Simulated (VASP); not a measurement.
Input:

```
CsI
1.0
    4.82606     0.00000     0.00000
    0.00000     4.82606     0.00000
    0.00000     0.00000     4.82606
Cs I
1 1
Cartesian
  0.00000   0.00000   0.00000
  2.41303   2.41303   2.41303
```

All values below come from revPBE GGA, VASP's PBE PAW potentials (set 64) (plane waves; VASP). Run with 520 eV cut-off, 6×6×6 Γ-centred mesh, tetrahedra with Blöchl corrections, potentials Cs_sv I.

Unless said otherwise, spin-orbit coupling is left out, though it shifts the bands of the heavy elements here.

What does the run give for the energy per atom (σ→0), band gap (on the k-mesh) with the smallest direct gap where there is one?

```
Quantity                                     Result
-----------------------------------  --------------
band gap (on the k-mesh)                    3.65 eV
smallest direct gap (on the k-mesh)         3.75 eV
energy per atom (σ→0)                -2.547 eV/atom
```

The compound is CsI in the CsCl type structure. It was relaxed first, which changed the volume by +18 %.
